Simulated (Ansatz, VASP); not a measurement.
**Sb (ladder Sb chain): VASP beside Ansatz**

Aim: how closely do two programs agree when they are given the same cell, functional and k mesh? The structure shown is the start of the Ansatz relaxation below; VASP solves that cell, so the two are compared at the walk's first step.

Method: plane waves, with VASP 6.6.1 beside it; single point at PBE, single point at PBEsol and single point at RPBE, in Ansatz 0.2.0.

### Step 1. Starting point

The cell holds 2 atoms: 2 Sb. Its edges and angles: a = 9.000 Å, b = 7.500 Å, c = 2.720 Å, α = 90.0°, β = 90.0°, γ = 90.0°. Vacuum lies along a and b. The structure's axis is c.

### Step 2. Ansatz: relaxation, PBE

Ansatz runs on its default PAW (the set named soft_2) files.

The two programs are compared at the cell with which this relaxation starts, whose forces are those of its first step.

input.yaml reads:

```yaml
crystal:
  lattice:
    - [9.0, 0.0, 0.0]
    - [0.0, 7.5, 0.0]
    - [0.0, 0.0, 2.72023]
  atoms:
    - { symbol: Sb, position: [0.370884444, 0.5, 0.0] }
    - { symbol: Sb, position: [0.629115556, 0.5, 0.5] }
kpoints:
  mp_grid: { grid: [1, 1, 30] }
scf:
  occupations: { method: fermi_dirac, width: 0.05 }
hamiltonian:
  xc: pbe
relax:
  cell: { fix: [a, b, alpha, beta, gamma] }
  max_steps: 60
```

The run is started by

```sh
ansatz run input.yaml --threads 4 --pin off --max-ram 8192MiB --backend cpu --events-out ev --progress --plain --runs-dir out
```

Numbers of over 12 decimals in the logs are rounded to 6 here.

The program printed:

```text
Engine: ansatz 0.2.0, aarch64-unknown-linux-gnu
Pseudopotentials: kind: paw
Pseudopotential: Sb, paw, valence charge 15, recommended cutoff 420 eV (normal), Sb.paw.azcp
Functional definition: PBE
  parameter kappa = 0.804
  parameter beta = 0.066725
  exchange = pbe_x(kappa = kappa, mu = beta*pi^2/3)
  correlation = pbe_c(beta = beta)
Crystal: 2 atoms, lattice volume = 183.616 Å³
Basis set: ecut = 420 eV, 3635 PW (Γ), exchange–correlation on 128×108×40 points (8 copies of the dense FFT grid, shifted against one another)
Bands: 19, of which v1, the nominal top of the filled ones, is band 15 counted from 1 (14 counted from 0)
Symmetry: 8 space group operations
Space group: Pmma (ITA 51), of the structure as read, at distance tolerance 5.7e-5 Å
k-points: 16 of 30
Non-local potential: Sb, projectors of the file, l = 0: 2, l = 1: 2, l = 2: 2, l = 3: 2
PAW form: soft (Blöchl's): semilocal exchange-correlation on the pseudo side does not see the compensation charge
PAW one-centre angular grid: Sb, 590 points (default); XC on 64 Gauss nodes
Initial density: superposition of atomic densities (neutral atoms: chi_scale 0, normalization atom), corrected by the library's trained network
Initial wavefunctions: pseudopotential atomic-orbital guess
Functional: x = pbe(κ = 0.804, μ = 0.219515), c = pbe(β = 0.066725)
SCF iter   1: F=—  HF=-12966.507600 eV  |F-HF|=—  |Δ(HF+E_count)|=         —  Δρ=2.39e-3  dr2=1.85e-2  ethr=1.77e-3  ⟨swp⟩=7.1  Hψ=1740  notcnv=0
preconditioner: auto → LDOS  [metal: Δε(μ)=0.105 eV  Ē_g=8.272 eV  σ=0.050 eV  W_gap=0.46  n_scr=20 (ndim 8)  ℏωp=8.7 eV  f_vac=0.592  D(μ)=1.72/eV (n_scr^D=8)  β→1.0]
SCF iter   2: F=—  HF=-12966.509365 eV  |F-HF|=—  |Δ(HF+E_count)|=   1.76e-3  Δρ=1.69e-3  dr2=9.75e-3  ethr=6.18e-5  ⟨swp⟩=3.0  Hψ=782  notcnv=0
SCF iter   3: F=—  HF=-12966.507422 eV  |F-HF|=—  |Δ(HF+E_count)|=   1.94e-3  Δρ=5.77e-4  dr2=9.51e-4  ethr=3.25e-5  ⟨swp⟩=2.2  Hψ=609  notcnv=0
SCF iter   4: F=—  HF=-12966.507314 eV  |F-HF|=—  |Δ(HF+E_count)|=   1.08e-4  Δρ=1.09e-4  dr2=3.57e-5  ethr=3.17e-6  ⟨swp⟩=2.0  Hψ=579  notcnv=0
SCF iter   5: F=—  HF=-12966.507336 eV  |F-HF|=—  |Δ(HF+E_count)|=   2.18e-5  Δρ=2.58e-5  dr2=2.59e-6  ethr=1.19e-7  ⟨swp⟩=2.0  Hψ=370  notcnv=0
SCF iter   6: F=-12966.507337 eV  HF=-12966.507337 eV  |F-HF|=3.85e-9  |Δ(HF+E_count)|=   6.15e-7  Δρ=3.64e-6  dr2=2.51e-8  ethr=3.33e-10  ⟨swp⟩=3.8  Hψ=1345  notcnv=0
SCF 1 converged in 6 iterations: F = -12966.507337 eV  dr2 = 2.51e-8
  greatest PAW one-centre occupation: 0.996 electrons in one spin orbital (limit 2), on the Sb atom at site 1 (counted from 0), in its partial waves of l = 2
relax step   1: F+E_penalty+E_count = -12966.50733652 eV  Δ(F+E_penalty+E_count) = +0.000e0 eV  max|allowed force component| = 3.337e0 eV/Å  Δτ_max = 0.0000 Å  P = +5.911 GPa  Ω = 183.616 Å³  fix = [a, b, alpha, beta, gamma]  reactions: a +6.482, b +0.353 GPa  (6 SCF iters, dr2 threshold 1.00e-7 eV, accepted)
[...]
relax step   6: F+E_penalty+E_count = -12967.39242826 eV  Δ(F+E_penalty+E_count) = -1.534e-2 eV  max|allowed force component| = 1.158e-1 eV/Å  Δτ_max = 0.0258 Å  P = -0.149 GPa  Ω = 200.675 Å³  energy of the carried Pulay correction = -1.428e-3 eV  fix = [a, b, alpha, beta, gamma]  reactions: a -0.672, b +0.377 GPa  (9 SCF iters, accepted)
[...]
relax step   7: F+E_penalty+E_count = -12967.39377865 eV  Δ(F+E_penalty+E_count) = -1.350e-3 eV  max|allowed force component| = 2.924e-2 eV/Å  Δτ_max = 0.0140 Å  P = -0.000 GPa  Ω = 200.539 Å³  energy of the carried Pulay correction = -1.418e-3 eV  fix = [a, b, alpha, beta, gamma]  reactions: a -0.351, b +0.376 GPa  (5 SCF iters, dr2 threshold 2.00e-7 eV, accepted)
[...]
relax step   8: F+E_penalty+E_count = -12967.39387279 eV  Δ(F+E_penalty+E_count) = -9.415e-5 eV  max|allowed force component| = 6.042e-3 eV/Å  Δτ_max = 0.0036 Å  P = -0.007 GPa  Ω = 200.327 Å³  energy of the carried Pulay correction = -1.401e-3 eV  fix = [a, b, alpha, beta, gamma]  reactions: a -0.429, b +0.376 GPa  (4 SCF iters, dr2 threshold 5.34e-8 eV, accepted)
[...]
relax step   9: F+E_penalty+E_count = -12967.39487877 eV  Δ(F+E_penalty+E_count) = -1.006e-3 eV  max|allowed force component| = 6.233e-3 eV/Å  Δτ_max = 0.0000 Å  P = -0.006 GPa  Ω = 200.327 Å³  fix = [a, b, alpha, beta, gamma]  reactions: a -0.433, b +0.373 GPa  stress off target by 4.25e-2 GPa on what of the cell is left free  SCF on the basis re-selected at this cell (its energy is not comparable with the rows above)  (6 SCF iters)
basis re-selected at this cell: Δ(F+E_penalty+E_count) = -1.006e-3 eV, ΔP = +0.001 GPa vs the last step (what re-selecting the basis moved, of the pressure what is left beyond the Pulay correction that the steps carried, after the strain that the cell walked since its last selection, with what the two solves' SCF thresholds leave and, on support functions, any second-order correction that the steps lacked; it is no m [...]
SCF converged after 6 iterations
Free energy (F): -12967.394879 eV
Harris-Foulkes:  -12967.394879 eV  (|F-HF|=9.09e-12)
Internal energy: -12967.382397 eV  (E = F + TS)
E sigma→0 (E₀):  -12967.388638 eV
Entropy (-TS):   -0.012482 eV (-6.241 meV/atom)
Fermi energy:    -0.105991 eV
--- Per-component energies (eV) ---
  E_band       = -632.101212
  E_kinetic    = 411.635005
  E_local      = -6895.213928  (includes V_loc(G=0)·N_el)
  E_nonlocal   = 723.520304
  E_hartree    = 3152.223109
  E_xc         = -274.842449
  E_vxc        = -189.534871  (∫ρ·V_xc dr)
  E_paw        = -9149.613237  (= ΣΔE_a)
  E_vpaw       = -986.953996  (= ΣTr[D̂ρ^β])
  E_aug_tail   = -0.000003  (compensation charges beyond the density's cutoff)
  E_ewald      = -935.091198
  E_smearing   = -0.012482  (= −TS)
  E_closure    = 0.000000  (closes the sum)
  Σ components = -12967.394879   (vs F -12967.394879, Δ=0.00e0)
--- Forces (eV/Å), atoms counted from 1 ---
  atom   1  Sb     0.00623253     0.00000000     0.00000000
  atom   2  Sb    -0.00623253    -0.00000000     0.00000000
  max |Σ_I F_I| component: 8.67e-19 eV/Å
--- Stress (GPa, compression-positive) ---
       -0.433134       0.000000       0.000000
        0.000000       0.372933       0.000000
        0.000000       0.000000       0.042538
  P = ⅓ Tr σ = -0.0059 GPa (-0.059 kbar)
--- Relaxed structure (8 steps of the walk, 7 accepted, 1 SCFs on fresh bases) ---
  F+E_penalty+E_count = -12967.39487877 eV   max|allowed force component| = 6.233e-3 eV/Å   (the final SCF, on the basis selected at the relaxed cell)
  cell:  # Å, volume = 200.3270 Å³
    - [9.0, 0.0, 0.0]
    - [0.0, 7.5, 0.0]
    - [0.0, 0.0, 2.967808]
  atoms:
    - { symbol: Sb, position: [0.354417, 0.500000, 0.0] }
    - { symbol: Sb, position: [0.645583, 0.500000, 0.5] }
```

### Step 3. VASP: single point, PBE, start cell

The same cell, functional, mesh and smearing now go to VASP, with its own data sets.

Lines of VASP's logs that name or quote its potential files are left out, and so is its time.

INCAR reads:

```
SYSTEM = Sb
PREC = Accurate
ENCUT = 400
EDIFF = 1E-06
NELM = 120
ISMEAR = -1
SIGMA = 0.05
LREAL = .FALSE.
ALGO = Normal
GGA = PE
NBANDS = 11
LORBIT = 11
LWAVE = .FALSE.
LCHARG = .FALSE.
ISIF = 2
LASPH = .TRUE.
GGA_COMPAT = .FALSE.
KPAR = 2
```

POSCAR reads:

```
Sb
1.0
    9.0000000000      0.0000000000      0.0000000000
    0.0000000000      7.5000000000      0.0000000000
    0.0000000000      0.0000000000      2.7202300000
Sb
2
Direct
    0.3708844444      0.5000000000      0.0000000000
    0.6291155556      0.5000000000      0.5000000000
```

KPOINTS reads:

```
Automatic mesh
0
Gamma
1 1 30
0 0 0
```

Potentials, in the order of the species: Sb (PBE family, release 64).

The run is started by

```sh
mpirun -np 2 vasp_std
```

The program printed:

```text
[banner, memory and clock lines left out]
running    2 mpi-ranks, on    1 nodes
 distrk:  each k-point on    1 cores,    2 groups
 distr:  one band on    1 cores,    1 groups

 POSCAR found type information on POSCAR Sb
 POSCAR found :  1 types and       2 ions
 LDA part: xc-table for (Slater+PW92), standard interpolation
 POSCAR, INCAR and KPOINTS ok, starting setup
 FFT: planning ... GRIDC
 FFT: planning ... GRID_SOFT
 FFT: planning ... GRID
 WAVECAR not read
 entering main loop
       N       E                     dE             d eps       ncg     rms          rms(c)
DAV:   1     0.456522373906E+02    0.45652E+02   -0.26803E+03   352   0.502E+02
DAV:   2    -0.249728267289E+01   -0.48150E+02   -0.43774E+02   482   0.933E+01
DAV:   3    -0.581331608467E+01   -0.33160E+01   -0.32912E+01   437   0.294E+01
DAV:   4    -0.588026632454E+01   -0.66950E-01   -0.66938E-01   429   0.530E+00
DAV:   5    -0.588224069399E+01   -0.19744E-02   -0.19743E-02   488   0.947E-01    0.404E+00
DAV:   6    -0.581632339607E+01    0.65917E-01   -0.58813E-02   367   0.107E+00    0.244E+00
DAV:   7    -0.578057273908E+01    0.35751E-01   -0.10182E-01   370   0.138E+00    0.197E-01
DAV:   8    -0.577962570804E+01    0.94703E-03   -0.71878E-03   422   0.522E-01    0.691E-02
DAV:   9    -0.577972405901E+01   -0.98351E-04   -0.74475E-04   393   0.148E-01    0.502E-02
DAV:  10    -0.578022082162E+01   -0.49676E-03   -0.43934E-04   368   0.118E-01    0.203E-02
DAV:  11    -0.578028963893E+01   -0.68817E-04   -0.63217E-05   381   0.509E-02    0.103E-02
DAV:  12    -0.578042650863E+01   -0.13687E-03   -0.34679E-05   358   0.359E-02    0.115E-02
DAV:  13    -0.578045563385E+01   -0.29125E-04   -0.24129E-06   376   0.112E-02    0.247E-03
DAV:  14    -0.578048656217E+01   -0.30928E-04   -0.64834E-06   352   0.146E-02    0.100E-03
DAV:  15    -0.578048773493E+01   -0.11728E-05   -0.21369E-07   341   0.323E-03    0.407E-04
DAV:  16    -0.578048781922E+01   -0.84292E-07   -0.34525E-08   312   0.128E-03
   1 F= -.57804878E+01 E0= -.57745570E+01  d E =-.118616E-01
```

From OUTCAR (step 3):

```text
ion  position               nearest neighbor table
   1  0.371  0.500  0.000-   2 2.69   2 2.69
   2  0.629  0.500  0.500-   1 2.69   1 2.69

  LATTYP: Found a simple orthorhombic cell.
 ALAT       =     2.7202300000
 B/A-ratio  =     2.7571198024
 C/A-ratio  =     3.3085437628

 Subroutine GETGRP returns: Found  8 space group operations
 (whereof  4 operations were pure point group operations)

The static configuration has the point symmetry C_2v.
 The point group associated with its full space group is D_2h.

 Found     16 irreducible k-points:

   k-points           NKPTS =     16   k-points in BZ     NKDIM =     16   number of bands    NBANDS=     11

   dimension x,y,z NGX =    60 NGY =   50 NGZ =   18
   dimension x,y,z NGXF=   120 NGYF=  100 NGZF=   36

   ENCUT  =  400.0 eV  29.40 Ry    5.42 a.u.  14.68 12.23  4.44*2*pi/ulx,y,z

   NELECT =      10.0000    total number of electrons

 k-points in reciprocal lattice and weights: Automatic mesh
   0.00000000  0.00000000  0.00000000       0.033
   0.00000000  0.00000000  0.03333333       0.067
   0.00000000  0.00000000  0.06666667       0.067
   0.00000000  0.00000000  0.10000000       0.067
   0.00000000  0.00000000  0.13333333       0.067
   0.00000000  0.00000000  0.16666667       0.067
   0.00000000  0.00000000  0.20000000       0.067
   0.00000000  0.00000000  0.23333333       0.067
   0.00000000  0.00000000  0.26666667       0.067
[...]
0.00000000  0.00000000  0.46666667       0.067
   0.00000000  0.00000000  0.50000000       0.033

 average (electrostatic) potential at core
       1 -93.3877       2 -93.3877

 E-fermi :  -0.4165

 k-point     1 :       0.0000    0.0000    0.0000
  band No.  band energies     occupation
      1     -14.0352      2.00000
      2      -9.9994      2.00000
      3      -4.4661      2.00000
      4      -4.2763      2.00000
      5      -1.4186      2.00000
      6       1.8651      0.00000
      7       2.1507      0.00000
      8       3.2970      0.00000
      9       4.0580      0.00000
     10       4.2560      0.00000
    ...

 k-point     2 :       0.0000    0.0000    0.0333
  band No.  band energies     occupation
      1     -14.0108      2.00000
      2      -9.9766      2.00000
      3      -4.4400      2.00000
      4      -4.2513      2.00000
      5      -1.3946      2.00000
      6       1.8846      0.00000
      7       2.1723      0.00000
      8       3.3195      0.00000
      9       4.0793      0.00000
     10       4.2748      0.00000
    ...

 k-point     3 :       0.0000    0.0000    0.0667
  band No.  band energies     occupation
      1     -13.9372      2.00000
      2      -9.9083      2.00000
      3      -4.3619      2.00000
      4      -4.1764      2.00000
      5      -1.3230      2.00000
      6       1.9425      0.00000
      7       2.2369      0.00000
      8       3.3868      0.00000
      9       4.1432      0.00000
     10       4.3158      0.00000
    ...

  Total        7.7539812      0.3973567     12.7462621      0.0000000      0.0000000      0.0000000
  in kB       67.6590553      3.4672222    111.2202911      0.0000000      0.0000000      0.0000000
  external PRESSURE =      60.7821896 kB  Pullay stress =       0.0000000 kB

  energy-cutoff  :      400.00
  volume of cell :      183.62
      direct lattice vectors                 reciprocal lattice vectors
     9.000000000  0.000000000  0.000000000     0.111111111  0.000000000  0.000000000
     0.000000000  7.500000000  0.000000000     0.000000000  0.133333333  0.000000000
     0.000000000  0.000000000  2.720230000     0.000000000  0.000000000  0.367615974

 POSITION                                       TOTAL-FORCE (eV/Angst)
 -----------------------------------------------------------------------------------
      3.33796      3.75000      0.00000        -3.480744      0.000000      0.000000
      5.66204      3.75000      1.36011         3.480744      0.000000      0.000000
 -----------------------------------------------------------------------------------
    total drift:                                0.000000     -0.000000      0.000000

  FREE ENERGIE OF THE ION-ELECTRON SYSTEM (eV)
  ---------------------------------------------------
  free  energy   TOTEN  =        -5.7804878192 eV

  energy  without entropy=       -5.7686262430  energy(sigma->0) =       -5.77455703

 total charge
# of ion       s       p       d       tot
------------------------------------------
    1        1.227   1.242   0.062   2.531
    2        1.227   1.242   0.062   2.531
--------------------------------------------------
tot          2.453   2.485   0.124   5.062

[... 3 further parts left out ...]
```

### Step 4. Side by side

Known differences besides the potentials themselves: the data sets hold 30 valence electrons in Ansatz (on its default PAW (the set named soft_2) files) and 10 in VASP; the cutoff is 420 eV in Ansatz and 400 eV in VASP. Total energies have different zeros and are not compared.

Forces (eV/Å; atoms numbered as in POSCAR):

| atom | Ansatz x, y, z | VASP x, y, z |
| --- | --- | --- |
| Sb1 | -3.337, 0.000, 0.000 | -3.481, 0.000, 0.000 |
| Sb2 | 3.337, 0.000, 0.000 | 3.481, 0.000, 0.000 |

The forces differ by 83 meV/Å r.m.s., which is 4.1 % of the r.m.s. force of 2.010 eV/Å (both taken over all components).

### Step 5. Ansatz: relaxation, PBEsol

The two programs are compared at the cell with which this relaxation starts, whose forces are those of its first step.

The structure compared here is the start of the Ansatz relaxation; VASP solves that cell, so the two are compared at the walk's first step.

input.yaml, the sections that differ from step 2:

```yaml
crystal:
  lattice:
    - [9.0, 0.0, 0.0]
    - [0.0, 7.5, 0.0]
    - [0.0, 0.0, 2.72023]
  atoms:
    - { symbol: Sb, position: [0.370884444, 0.5, 0.0], spin: 0.3 }
    - { symbol: Sb, position: [0.629115556, 0.5, 0.5], spin: 0.3 }
magnetization:
  spin_polarized: true
hamiltonian:
  xc: pbesol
# kpoints, scf, relax: as in step 2
```

The run is started by

```sh
ansatz run input.yaml --threads 4 --pin off --max-ram 8192MiB --backend cpu --events-out ev --progress --plain --runs-dir out
```

The program printed:

```text
[...]
Crystal: 2 atoms, lattice volume = 183.616 Å³
Basis set: ecut = 420 eV, 3635 PW (Γ), exchange–correlation on 128×108×40 points (8 copies of the dense FFT grid, shifted against one another)
Bands: 20, of which v1, the nominal top of the filled ones, is band 15 counted from 1 (14 counted from 0)
Symmetry: 8 space group operations
[...]
0.000000       0.354824       0.000000
        0.000000       0.000000      -0.012403
  P = ⅓ Tr σ = -0.0212 GPa (-0.212 kbar)
--- Relaxed structure (8 steps of the walk, 7 accepted, 1 SCFs on fresh bases) ---
[...]
cell:  # Å, volume = 198.0502 Å³
    - [9.0, 0.0, 0.0]
    - [0.0, 7.5, 0.0]
    - [0.0, 0.0, 2.934077]
  atoms:
    - { symbol: Sb, position: [0.356344, 0.5, 0.0] }
    - { symbol: Sb, position: [0.643656, 0.5, 0.5] }
[key lines of the parts left out:]
SCF converged after 5 iterations
Magnetization: -0.0000 μB (15.0000 up, 15.0000 down)
Free energy (F): -12814.310967 eV
Fermi energy:    -0.116087 eV
```

### Step 6. VASP: single point, PBEsol, start cell

The same cell, functional, mesh and smearing now go to VASP, with its own data sets.

INCAR, as its differences from that of step 3:

```diff
@@ -4,3 +4,3 @@
 EDIFF = 1E-06
-NELM = 120
+NELM = 200
 ISMEAR = -1
@@ -9,4 +9,6 @@
 ALGO = Normal
-GGA = PE
-NBANDS = 11
+GGA = PS
+NBANDS = 12
+ISPIN = 2
+MAGMOM = -0 -0
 LORBIT = 11
```

POSCAR is that of step 3.

KPOINTS is that of step 3.

The run is started by

```sh
mpirun -np 2 vasp_std
```

The program printed:

```text
[banner, memory and clock lines left out]
running    2 mpi-ranks, on    1 nodes
[...]
|                                                                             |
|               ----> ADVICE to this user running VASP <----                  |
|                                                                             |
|     You enforced a specific xc type in the INCAR file but a different       |
|     [... a line on the potential file left out ...]
|     I HOPE YOU KNOW WHAT YOU ARE DOING!                                     |
|                                                                             |

 LDA part: xc-table for (Slater+PW92), standard interpolation
 POSCAR, INCAR and KPOINTS ok, starting setup
[...]
entering main loop
       N       E                     dE             d eps       ncg     rms          rms(c)
DAV:   1     0.454612339759E+02    0.45461E+02   -0.27639E+03   768   0.464E+02
DAV:   2    -0.312942754468E+01   -0.48591E+02   -0.44033E+02  1044   0.904E+01
DAV:   3    -0.655745840066E+01   -0.34280E+01   -0.33724E+01   996   0.280E+01
DAV:   4    -0.663135560076E+01   -0.73897E-01   -0.73858E-01   948   0.507E+00
[...]
DAV:  15    -0.651894189393E+01   -0.19143E-04   -0.28719E-06   808   0.960E-03    0.109E-03
DAV:  16    -0.651894306963E+01   -0.11757E-05   -0.76488E-08   776   0.183E-03    0.669E-04
DAV:  17    -0.651894396897E+01   -0.89933E-06   -0.13902E-07   672   0.246E-03
   1 F= -.65189440E+01 E0= -.65132715E+01  d E =-.113450E-01  mag=     0.0000
```

From OUTCAR (step 6):

```text
  Total        7.0856114      0.3791341     11.3415966      0.0000000      0.0000000      0.0000000
  in kB       61.8270483      3.3082174     98.9635757      0.0000000      0.0000000      0.0000000
  external PRESSURE =      54.6996138 kB  Pullay stress =       0.0000000 kB

 POSITION                                       TOTAL-FORCE (eV/Angst)
 -----------------------------------------------------------------------------------
      3.33796      3.75000      0.00000        -3.187841      0.000000      0.000000
      5.66204      3.75000      1.36011         3.187841      0.000000      0.000000
 -----------------------------------------------------------------------------------
    total drift:                                0.000000     -0.000000      0.000000

  FREE ENERGIE OF THE ION-ELECTRON SYSTEM (eV)
  ---------------------------------------------------
  free  energy   TOTEN  =        -6.5189439690 eV

  energy  without entropy=       -6.5075990086  energy(sigma->0) =       -6.51327149

 magnetization (x)
# of ion       s       p       d       tot
------------------------------------------
    1        0.000   0.000   0.000   0.000
    2        0.000   0.000   0.000   0.000
--------------------------------------------------
tot          0.000   0.000   0.000   0.000

[... 1 part as in an earlier step ...]

[... 2 further parts left out ...]
[key lines of the parts left out:]
E-fermi :  -0.4982
```

(Part 1 of 2 ends here.)

[Lines on the potential files, build, host, timing and source positions are cut from VASP's logs without a mark.]

[Logs are printed without paths, hosts, clocks, repeated set-up lines and the standing remarks that a program may print on its own settings, such as how far it seeks lower states.]

[Hosts, paths, dates, database ids (printed as entryN), source tags and the programs' standing remarks are cut or masked in the printed files.]
